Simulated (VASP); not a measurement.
Here is the system:

```yaml
crystal:
  lattice:
    - [0.00000, 3.52016, 3.52016]
    - [3.52016, 0.00000, 3.52016]
    - [3.52016, 3.52016, 0.00000]
  atoms:
    - { symbol: Sr, position: [0.00000, 0.00000, 0.00000] }
    - { symbol: Cl, position: [0.25000, 0.25000, 0.25000] }
    - { symbol: Cl, position: [0.75000, 0.75000, 0.75000] }
```

Level of theory: PBE GGA, VASP's PBE PAW potentials (set 64) (plane waves; VASP). Settings: 520 eV cut-off, Gaussian smearing of 0.050 eV, potentials Sr_sv Cl.

**Question.** Estimate the band gap (along the path) with the smallest direct gap where there is one.

**Answer.** 
The band gap (along the path) comes out as 5.23 eV and the smallest direct gap (along the path) is 5.52 eV.

The compound is SrCl2 in the fluorite structure. It was relaxed first.
